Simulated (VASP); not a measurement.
Wanted: the native input for a VASP 6.6.1 run.

- Task: single point
- Functional: PBE
- Potentials or basis: VASP PAW PBE potentials, release 64 (Zn, H)
- Cutoff: 520 eV
- k mesh: 10 × 10 × 10
- Occupations: fermi-dirac, width 0.05 eV
- Spin: no spin polarisation
- Further INCAR settings: ALGO = Normal; EDIFF = 1e-07; NBANDS = 14

The structure of ZnH lies in POSCAR:

```
ZnH
1.0
    0.0000000000      2.2159400000      2.2159400000
    2.2159400000      0.0000000000      2.2159400000
    2.2159400000      2.2159400000      0.0000000000
Zn H
1 1
Direct
    0.0000000000      0.0000000000      0.0000000000
    0.2500000000      0.2500000000      0.2500000000
```

The cell was built by a generator and needn't be a form met in nature.

The input as run:

INCAR

```
PREC = Accurate ; ENCUT = 520
EDIFF = 1E-7 ; ISMEAR = -1
SIGMA = 0.05 ; LREAL = False
LASPH = True ; NELM = 100
ALGO = Normal ; ISIF = 2
LWAVE = False ; LCHARG = True
GGA = PE ; LELF = True
LVHAR = True ; NBANDS = 14
```

KPOINTS

```
Automatic mesh
0
Gamma
  10 10 10
```

Potentials or basis: VASP PAW PBE potentials, release 64 (Zn, H).

Run with:

```console
$ cat potpaw_PBE.64/Zn/POTCAR potpaw_PBE.64/H/POTCAR > POTCAR
$ mpirun -np 1 vasp_std > vasp.out
```

It gave:

- Pressure: 0.3 GPa
- Band gap on the k mesh: none (metal or under the smearing width)

Run time: 9.6 s on 1 thread of Intel(R) Xeon(R) Platinum 8488C (Sapphire Rapids), with other jobs on the host, peak memory 0.14 GiB.
